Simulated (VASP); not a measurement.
# MnSi: convergence with the SCF threshold and PAW data sets, part 2 of 3

A convergence test on MnSi: the SCF threshold and PAW data sets. The series runs use PBE. The start is a cell from a database of measured crystal structures.

VASP 6.6.1, plane waves and PAW; the level of theory is named at each step.

Still holding for the runs below: The magnetic state follows from one typed start and may not be the lowest. The k-mesh is coarse for a metal.

So far. Step 3 (SCF threshold: EDIFF = 0.001): Against the run before the energy moves by -0.08 meV an atom and the pressure by +2.04 GPa, after 11 cycles in 19 s. Step 4 (SCF threshold: EDIFF = 1E-04): Against the run before the energy stays within 0.01 meV an atom; the pressure moves by +1.11 GPa, after 12 cycles in 20 s.

The database entry behind the starting cell differs from later determinations by our own check (0.1 to 0.3 % short, probably kX units), so it need not match the best structure at ambient conditions.

## Step 5: SCF threshold: EDIFF = 1E-05

Level of this step: PBE, spin-polarised from a ferromagnetic start; plane waves and PAW (Mn_pv, Si) (VASP).

INCAR

```
SYSTEM = MnSi
PREC = Accurate
ENCUT = 400
EDIFF = 1E-05
NELM = 100
ISMEAR = -1
SIGMA = 0.05
LREAL = .FALSE.
ALGO = Normal
GGA = PE
NBANDS = 56
ISPIN = 2
MAGMOM = 4 4 4 4 0 0 0 0
LASPH = .TRUE.
LMAXMIX = 4
LORBIT = 11
LWAVE = .FALSE.
LCHARG = .FALSE.
KPAR = 8
ISIF = 2
```

POSCAR

```
MnSi
1.0
    4.5480000000      0.0000000000      0.0000000000
    0.0000000000      4.5480000000      0.0000000000
    0.0000000000      0.0000000000      4.5480000000
Mn Si
4 4
Direct
    0.1380000000      0.1380000000      0.1380000000
    0.3620000000      0.8620000000      0.6380000000
    0.6380000000      0.3620000000      0.8620000000
    0.8620000000      0.6380000000      0.3620000000
    0.8460000000      0.8460000000      0.8460000000
    0.6540000000      0.1540000000      0.3460000000
    0.3460000000      0.6540000000      0.1540000000
    0.1540000000      0.3460000000      0.6540000000
```

KPOINTS

```
Automatic mesh
0
Gamma
5 5 5
0 0 0
```

Potentials, in the order of the species: Mn_pv and Si (PBE family, release 64).

The run is started by

```
mpirun -np 8 vasp_std
```

The log of the run:

```text
[... set-up lines as in an earlier step ...]
 entering main loop
       N       E                     dE             d eps       ncg     rms          rms(c)
[... 10 cycles as in an earlier step ...]
DAV:  11    -0.614159152409E+02   -0.42112E-03   -0.31532E-03  2880   0.300E-01    0.259E-01
DAV:  12    -0.614159029289E+02    0.12312E-04   -0.36066E-04  2824   0.113E-01    0.851E-02
DAV:  13    -0.614159179080E+02   -0.14979E-04   -0.76738E-05  2640   0.597E-02    0.427E-02
DAV:  14    -0.614159238824E+02   -0.59743E-05   -0.67787E-06  1512   0.180E-02
   1 F= -.61415924E+02 E0= -.61399181E+02  d E =-.334862E-01  mag=     3.9139
```

Wall time 23 s (8 MPI ranks of Intel Xeon Platinum 8259CL at 2.50GHz (Skylake/Cascade Lake), shared host); peak memory 1.8 GiB; 2.5 min of CPU time.

Parts of OUTCAR (step 5):

```text
  Total       -3.1346668     -3.1346668     -3.1346668     -0.0000000      0.0000000      0.0000000
  in kB      -53.3876247    -53.3876247    -53.3876247     -0.0000000      0.0000000      0.0000000
  external PRESSURE =     -53.3876247 kB  Pullay stress =       0.0000000 kB

 POSITION                                       TOTAL-FORCE (eV/Angst)
 -----------------------------------------------------------------------------------
      0.62762      0.62762      0.62762        -0.138400     -0.138400     -0.138400
      1.64638      3.92038      2.90162         0.138400      0.138400     -0.138400
      2.90162      1.64638      3.92038        -0.138400      0.138400      0.138400
      3.92038      2.90162      1.64638         0.138400     -0.138400      0.138400
      3.84761      3.84761      3.84761        -0.055756     -0.055756     -0.055756
      2.97439      0.70039      1.57361         0.055756      0.055756     -0.055756
      1.57361      2.97439      0.70039        -0.055756      0.055756      0.055756
      0.70039      1.57361      2.97439         0.055756     -0.055756      0.055756
 -----------------------------------------------------------------------------------
    total drift:                                0.000003      0.000005      0.000000

  FREE ENERGIE OF THE ION-ELECTRON SYSTEM (eV)
  ---------------------------------------------------
  free  energy   TOTEN  =       -61.4159238824 eV

  energy  without entropy=      -61.3824377170  energy(sigma->0) =      -61.39918080

 magnetization (x)
# of ion       s       p       d       tot
------------------------------------------
    1        0.001   0.006   1.038   1.045
    2        0.001   0.006   1.038   1.045
    3        0.001   0.006   1.038   1.045
    4        0.001   0.006   1.038   1.045
    5       -0.013  -0.037   0.000  -0.051
    6       -0.013  -0.037   0.000  -0.051
    7       -0.013  -0.037   0.000  -0.051
    8       -0.013  -0.037   0.000  -0.051
--------------------------------------------------
tot         -0.051  -0.125   4.152   3.976

[... 2 parts as in an earlier step ...]

[... 1 further part left out ...]
[key lines of the parts left out:]
E-fermi :  10.8698
```

Against the run before the energy stays within 0.01 meV an atom; the pressure moves by -0.33 GPa, after 14 cycles in 23 s.

## Step 6: SCF threshold: EDIFF = 1E-06

INCAR: that of step 5 with these lines changed.

```diff
@@ -3,3 +3,3 @@
 ENCUT = 400
-EDIFF = 1E-05
+EDIFF = 1E-06
 NELM = 100
```

POSCAR is that of step 5.

KPOINTS is that of step 5.

The run is started by

```
mpirun -np 8 vasp_std
```

The log of the run:

```text
[... set-up lines as in an earlier step ...]
 entering main loop
       N       E                     dE             d eps       ncg     rms          rms(c)
[... 12 cycles as in an earlier step ...]
DAV:  13    -0.614159179192E+02   -0.14990E-04   -0.76852E-05  2728   0.597E-02    0.427E-02
DAV:  14    -0.614159239205E+02   -0.60014E-05   -0.69903E-06  2664   0.178E-02    0.172E-02
DAV:  15    -0.614159245183E+02   -0.59775E-06   -0.80144E-07  1584   0.725E-03
   1 F= -.61415925E+02 E0= -.61399174E+02  d E =-.335002E-01  mag=     3.9140
```

Elapsed: 25 s, on 8 MPI ranks; peak memory 1.9 GiB.

From OUTCAR (step 6):

```text
  Total       -3.1333750     -3.1333750     -3.1333750     -0.0000000      0.0000000      0.0000000
  in kB      -53.3656241    -53.3656241    -53.3656241     -0.0000000      0.0000000      0.0000000
  external PRESSURE =     -53.3656241 kB  Pullay stress =       0.0000000 kB

 POSITION                                       TOTAL-FORCE (eV/Angst)
 -----------------------------------------------------------------------------------
      0.62762      0.62762      0.62762        -0.138693     -0.138693     -0.138693
      1.64638      3.92038      2.90162         0.138693      0.138693     -0.138693
      2.90162      1.64638      3.92038        -0.138693      0.138693      0.138693
      3.92038      2.90162      1.64638         0.138693     -0.138693      0.138693
      3.84761      3.84761      3.84761        -0.055677     -0.055677     -0.055677
      2.97439      0.70039      1.57361         0.055677      0.055677     -0.055677
      1.57361      2.97439      0.70039        -0.055677      0.055677      0.055677
      0.70039      1.57361      2.97439         0.055677     -0.055677      0.055677
 -----------------------------------------------------------------------------------
    total drift:                                0.000003      0.000005      0.000000

  FREE ENERGIE OF THE ION-ELECTRON SYSTEM (eV)
  ---------------------------------------------------
  free  energy   TOTEN  =       -61.4159245183 eV

  energy  without entropy=      -61.3824243508  energy(sigma->0) =      -61.39917443

 magnetization (x)
# of ion       s       p       d       tot
------------------------------------------
    1        0.001   0.006   1.038   1.044
    2        0.001   0.006   1.038   1.044
    3        0.001   0.006   1.038   1.044
    4        0.001   0.006   1.038   1.044
    5       -0.013  -0.037   0.000  -0.051
    6       -0.013  -0.037   0.000  -0.051
    7       -0.013  -0.037   0.000  -0.051
    8       -0.013  -0.037   0.000  -0.051
--------------------------------------------------
tot         -0.051  -0.125   4.150   3.975

[... 2 parts as in an earlier step ...]

[... 1 further part left out ...]
[key lines of the parts left out:]
E-fermi :  10.8696
```

Against the run before the energy stays within 0.01 meV an atom and the pressure within 0.01 GPa, after 15 cycles in 25 s.

## Step 7: SCF threshold: EDIFF = 1E-08

INCAR: that of step 6 with these lines changed.

```diff
@@ -3,3 +3,3 @@
 ENCUT = 400
-EDIFF = 1E-06
+EDIFF = 1E-08
 NELM = 100
```

POSCAR is that of step 6.

KPOINTS is that of step 6.

The run is started by

```
mpirun -np 8 vasp_std
```

The log of the run:

```text
[... set-up lines as in an earlier step ...]
 entering main loop
       N       E                     dE             d eps       ncg     rms          rms(c)
[... 13 cycles as in an earlier step ...]
DAV:  14    -0.614159239237E+02   -0.60045E-05   -0.70298E-06  2744   0.178E-02    0.171E-02
DAV:  15    -0.614159245232E+02   -0.59951E-06   -0.85673E-07  2920   0.703E-03    0.443E-03
DAV:  16    -0.614159241125E+02    0.41072E-06   -0.21669E-07  2608   0.264E-03    0.184E-03
DAV:  17    -0.614159238056E+02    0.30687E-06   -0.30634E-08  2328   0.102E-03    0.672E-04
DAV:  18    -0.614159237733E+02    0.32256E-07   -0.60688E-09  1520   0.559E-04    0.273E-04
DAV:  19    -0.614159237722E+02    0.11405E-08   -0.86135E-10  1496   0.179E-04
   1 F= -.61415924E+02 E0= -.61399171E+02  d E =-.335047E-01  mag=     3.9138
```

It took 34 s on 8 MPI ranks; peak memory 1.9 GiB; 3.7 min of CPU time.

From OUTCAR (step 7):

```text
  Total       -3.1264238     -3.1264238     -3.1264238      0.0000000     -0.0000000      0.0000000
  in kB      -53.2472360    -53.2472360    -53.2472360      0.0000000     -0.0000000      0.0000000
  external PRESSURE =     -53.2472360 kB  Pullay stress =       0.0000000 kB

 POSITION                                       TOTAL-FORCE (eV/Angst)
 -----------------------------------------------------------------------------------
      0.62762      0.62762      0.62762        -0.138690     -0.138690     -0.138690
      1.64638      3.92038      2.90162         0.138690      0.138690     -0.138690
      2.90162      1.64638      3.92038        -0.138690      0.138690      0.138690
      3.92038      2.90162      1.64638         0.138690     -0.138690      0.138690
      3.84761      3.84761      3.84761        -0.055658     -0.055658     -0.055658
      2.97439      0.70039      1.57361         0.055658      0.055658     -0.055658
      1.57361      2.97439      0.70039        -0.055658      0.055658      0.055658
      0.70039      1.57361      2.97439         0.055658     -0.055658      0.055658
 -----------------------------------------------------------------------------------
    total drift:                                0.000003      0.000005      0.000000

  FREE ENERGIE OF THE ION-ELECTRON SYSTEM (eV)
  ---------------------------------------------------
  free  energy   TOTEN  =       -61.4159237722 eV

  energy  without entropy=      -61.3824190407  energy(sigma->0) =      -61.39917141

[... 3 parts as in an earlier step ...]

[... 1 further part left out ...]
[key lines of the parts left out:]
E-fermi :  10.8696
```

Against the run before the energy stays within 0.01 meV an atom; the pressure moves by +0.01 GPa, after 19 cycles in 34 s.

## Step 8: The SCF threshold series as a table

This step: convergence of PBE results with the threshold; plane waves and PAW (VASP 6.6.1).

No new run; the numbers come from the runs before.

Differences are taken from the run with EDIFF = 1E-08. Results of the series, by row:

```csv
setting,status,energy less the reference (meV/atom),pressure (GPa),largest force difference (meV/Å),moment (μB),SCF cycles,wall time (s)
EDIFF = 0.01,converged,0.0837,-8.159,5.608,3.922,10,15.4
EDIFF = 0.001,converged,0.007536,-6.117,0.73,3.908,11,18.8
EDIFF = 1E-04,converged,0.003149,-5.006,0.529,3.915,12,19.8
EDIFF = 1E-05,converged,-0.001174,-5.339,0.29,3.914,14,23
EDIFF = 1E-06,converged,-3.78e-4,-5.337,0.019,3.914,15,25
EDIFF = 1E-08,converged,0,-5.325,0,3.914,19,34
```

## Step 9: PAW data sets: minimal 64: Mn Si

This step: PBE, spin-polarised from a ferromagnetic start; plane waves and PAW (Mn, Si) (VASP 6.6.1).

Data sets differ in which electrons are valence and how hard the partial waves are.

INCAR: that of step 7 with these lines changed.

```diff
@@ -3,3 +3,3 @@
 ENCUT = 400
-EDIFF = 1E-08
+EDIFF = 1E-06
 NELM = 100
@@ -10,3 +10,3 @@
 GGA = PE
-NBANDS = 56
+NBANDS = 44
 ISPIN = 2
```

POSCAR is that of step 7.

KPOINTS is that of step 7.

PAW data sets: Mn and Si (PBE family, release 64).

The run is started by

```
mpirun -np 8 vasp_std
```

The log of the run:

```text
[... set-up lines as in an earlier step ...]
 entering main loop
       N       E                     dE             d eps       ncg     rms          rms(c)
DAV:   1     0.290007720011E+03    0.29001E+03   -0.13643E+04  1936   0.889E+02
DAV:   2    -0.423187700510E+02   -0.33233E+03   -0.30303E+03  1944   0.258E+02
DAV:   3    -0.655290191971E+02   -0.23210E+02   -0.21303E+02  2288   0.836E+01
DAV:   4    -0.665339808158E+02   -0.10050E+01   -0.99608E+00  3104   0.174E+01
DAV:   5    -0.665425187291E+02   -0.85379E-02   -0.85350E-02  3040   0.226E+00    0.349E+01
DAV:   6    -0.680828417973E+02   -0.15403E+01   -0.45723E+01  2916   0.986E+01    0.257E+01
DAV:   7    -0.615107092960E+02    0.65721E+01   -0.21032E+01  2572   0.699E+01    0.104E+01
DAV:   8    -0.614437693359E+02    0.66940E-01   -0.15604E+00  2984   0.835E+00    0.461E+00
DAV:   9    -0.613514622366E+02    0.92307E-01   -0.16162E-01  2760   0.538E+00    0.222E+00
DAV:  10    -0.613367901730E+02    0.14672E-01   -0.26989E-02  2832   0.125E+00    0.837E-01
DAV:  11    -0.613345809061E+02    0.22093E-02   -0.46156E-03  2676   0.533E-01    0.280E-01
DAV:  12    -0.613346208843E+02   -0.39978E-04   -0.46854E-04  2796   0.192E-01    0.130E-01
DAV:  13    -0.613345888108E+02    0.32073E-04   -0.80556E-05  2792   0.711E-02    0.561E-02
DAV:  14    -0.613345951473E+02   -0.63364E-05   -0.29510E-05  2540   0.389E-02    0.293E-02
DAV:  15    -0.613345954008E+02   -0.25353E-06   -0.39976E-06  2076   0.174E-02
   1 F= -.61334595E+02 E0= -.61317759E+02  d E =-.336727E-01  mag=     3.9166
```

The job ended after 27 s (8 MPI ranks; peak memory 1.8 GiB; 2.9 min of CPU time).

From OUTCAR (step 9):

```text
   k-points           NKPTS =     11   k-points in BZ     NKDIM =     11   number of bands    NBANDS=     44

   NELECT =      44.0000    total number of electrons

 E-fermi :   9.2873

 spin component 1
 k-point     1 :       0.0000    0.0000    0.0000
  band No.  band energies     occupation
    ...
     20       8.9020      0.99955
     21       8.9020      0.99955
     22       8.9020      0.99955
     23       8.9578      0.99863
     24       8.9578      0.99863
     25      10.0043      0.00000
     26      10.0043      0.00000
     27      10.0043      0.00000
     28      12.1541      0.00000
     29      12.1541      0.00000
    ...

 k-point     2 :       0.2000    0.0000    0.0000
  band No.  band energies     occupation
    ...
     20       8.5816      1.00000
     21       8.6862      0.99999
     22       8.8862      0.99967
     23       8.9722      0.99817
     24       9.2291      0.76208
     25       9.7023      0.00025
     26       9.9072      0.00000
     27      10.5602      0.00000
     28      11.5438      0.00000
     29      11.8045      0.00000
    ...

  Total       -2.8287433     -2.8287433     -2.8287433      0.0000000      0.0000000      0.0000000
  in kB      -48.1773330    -48.1773330    -48.1773330      0.0000000      0.0000000      0.0000000
  external PRESSURE =     -48.1773330 kB  Pullay stress =       0.0000000 kB

 POSITION                                       TOTAL-FORCE (eV/Angst)
 -----------------------------------------------------------------------------------
      0.62762      0.62762      0.62762        -0.131828     -0.131828     -0.131828
      1.64638      3.92038      2.90162         0.131828      0.131828     -0.131828
      2.90162      1.64638      3.92038        -0.131828      0.131828      0.131828
      3.92038      2.90162      1.64638         0.131828     -0.131828      0.131828
      3.84761      3.84761      3.84761        -0.057423     -0.057423     -0.057423
      2.97439      0.70039      1.57361         0.057423      0.057423     -0.057423
      1.57361      2.97439      0.70039        -0.057423      0.057423      0.057423
      0.70039      1.57361      2.97439         0.057423     -0.057423      0.057423
 -----------------------------------------------------------------------------------
    total drift:                                0.000000     -0.000000     -0.000000

  FREE ENERGIE OF THE ION-ELECTRON SYSTEM (eV)
  ---------------------------------------------------
  free  energy   TOTEN  =       -61.3345954008 eV

  energy  without entropy=      -61.3009226900  energy(sigma->0) =      -61.31775905

 magnetization (x)
# of ion       s       p       d       tot
------------------------------------------
    1        0.001   0.005   1.034   1.039
    2        0.001   0.005   1.034   1.039
    3        0.001   0.005   1.034   1.039
    4        0.001   0.005   1.034   1.039
    5       -0.013  -0.038   0.000  -0.051
    6       -0.013  -0.038   0.000  -0.051
    7       -0.013  -0.038   0.000  -0.051
    8       -0.013  -0.038   0.000  -0.051
--------------------------------------------------
tot         -0.049  -0.132   4.135   3.953

[... 8 parts as in an earlier step ...]

[... 13 further parts left out ...]
```

The data set Mn keeps the semicore shell frozen, which is cheaper and a little less accurate.

Numbers from this step:

```yaml
scf_cycles: 15
electrons: 44
bands: 44
free_energy_toten: -61.3346 eV
energy_at_zero_smearing: -61.3178 eV
fermi_energy: 9.287 eV
pressure: -4.818 GPa
moment_of_the_cell_from_the_last_line_of_the_log: 3.917 μB
```

The series starts at -7.6647 eV an atom and -4.82 GPa, after 15 cycles in 27 s.

## Step 10: PAW data sets: recommended 64: Mn pv Si

This step: PBE, spin-polarised from a ferromagnetic start; plane waves and PAW (Mn_pv, Si) (VASP 6.6.1).

INCAR: that of step 9 with these lines changed.

```diff
@@ -10,3 +10,3 @@
 GGA = PE
-NBANDS = 44
+NBANDS = 56
 ISPIN = 2
```

POSCAR is that of step 9.

KPOINTS is that of step 9.

The projector-augmented-wave data sets are Mn_pv and Si (PBE family, release 64).

The run is started by

```
mpirun -np 8 vasp_std
```

The log of the run:

```text
[... set-up lines as in an earlier step ...]
 entering main loop
       N       E                     dE             d eps       ncg     rms          rms(c)
[... 15 cycles as in an earlier step ...]
   1 F= -.61415925E+02 E0= -.61399174E+02  d E =-.335002E-01  mag=     3.9140
```

Run time: 27 s. Hardware: 8 MPI ranks; peak memory 1.9 GiB; 3 min of CPU time.

From OUTCAR (step 10):

```text
[... 7 parts as in an earlier step ...]

[... 1 further part left out ...]
[key lines of the parts left out:]
E-fermi :  10.8696
```

With 68 valence electrons the pressure is -5.34 GPa, -0.52 GPa from the first of the series, after 15 cycles in 27 s.

## Step 11: PAW data sets: recommended 54: Mn pv Si

INCAR is that of step 10.

POSCAR is that of step 10.

KPOINTS is that of step 10.

PAW data sets: Mn_pv and Si (PBE family, release 54).

The run is started by

```
mpirun -np 8 vasp_std
```

The log of the run:

```text
[... set-up lines as in an earlier step ...]
 entering main loop
       N       E                     dE             d eps       ncg     rms          rms(c)
[... 15 cycles as in an earlier step ...]
   1 F= -.61415925E+02 E0= -.61399174E+02  d E =-.335002E-01  mag=     3.9140
```

Wall time 30 s (8 MPI ranks); peak memory 1.9 GiB.

OUTCAR, selected parts (step 11):

```text
[... 7 parts as in an earlier step ...]

[... 1 further part left out ...]
[key lines of the parts left out:]
E-fermi :  10.8696
```

With 68 valence electrons the pressure is -5.34 GPa, -0.52 GPa from the first of the series, after 15 cycles in 30 s.

(Part 2 of 3 ends here.)

[Lines on the potential files, build, host, timing and source positions are cut from VASP's logs without a mark.]

[Logs are printed without paths, hosts, clocks, repeated set-up lines and the standing remarks that a program may print on its own settings, such as how far it seeks lower states.]

[Hosts, paths, dates, database ids (printed as entryN), source tags and the programs' standing remarks are cut or masked in the printed files.]

[A measured line is paired with the nearest computed mode of its activity, which favours agreement.]
